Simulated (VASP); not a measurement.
Method: r2SCAN+rVV10, VASP's PBE PAW potentials (set 64) (plane waves; VASP).

Input for VASP

File POSCAR:
```
Ni
1
    0.0000000000     1.7357425480     1.7357425480
    1.7357425480     0.0000000000     1.7357425480
    1.7357425480     1.7357425480     0.0000000000
Ni
1
Direct
  0.0000000000   0.0000000000   0.0000000000
```

File KPOINTS:
```
Automatic mesh
0
Gamma
16 16 16
0 0 0
```

INCAR:
```
SYSTEM = Ni
PREC = Accurate; ENCUT = 520; LREAL = .FALSE.
LASPH = .TRUE.
EDIFF = 1E-6; NELM = 100; ALGO = Normal
LMAXMIX = 4; LMIXTAU = .TRUE.
ISMEAR = 1; SIGMA = 0.1
METAGGA = R2SCAN; LUSE_VDW = .TRUE.; BPARAM = 11.95
CPARAM = 0.0093
ISPIN = 2; MAGMOM = 0.8
IBRION = 2; NSW = 60; ISIF = 3
EDIFFG = -0.01
LWAVE = .FALSE.; LCHARG = .FALSE.; LORBIT = 10
```

POTCAR, in this order: Ni (PBE.64 set). Program: vasp_std.

What does the run give for the energy per atom (σ→0), cell moment, band gap (on the k-mesh)?

The energy per atom (σ→0) comes out as -11.703 eV/atom. The cell moment comes out as 0.75 μB and the band gap (on the k-mesh) is none (metal, semimetal or under 0.01 eV).

OSZICAR:
```
...
DAV:   9    -0.117020612959E+02    0.84092E-02   -0.61258E-02  5671   0.372E+00    0.540E-01
DAV:  10    -0.117029174380E+02   -0.85614E-03   -0.27750E-02  6180   0.230E+00    0.216E-01
DAV:  11    -0.117029065547E+02    0.10883E-04   -0.11614E-02  5460   0.167E+00    0.182E-01
DAV:  12    -0.117028061290E+02    0.10043E-03   -0.27367E-03  5676   0.810E-01    0.296E-02
DAV:  13    -0.117028151053E+02   -0.89763E-05   -0.28346E-05  5763   0.809E-02    0.123E-02
DAV:  14    -0.117028176213E+02   -0.25161E-05   -0.30342E-06  4930   0.240E-02    0.455E-03
DAV:  15    -0.117028181770E+02   -0.55562E-06   -0.19234E-06  2795   0.200E-02
   1 F= -.11702818E+02 E0= -.11703008E+02  d E =-.117028E+02  mag=     0.7524
```

The compound is Ni in the fcc structure. It was relaxed first. The start is the result of an earlier pass.
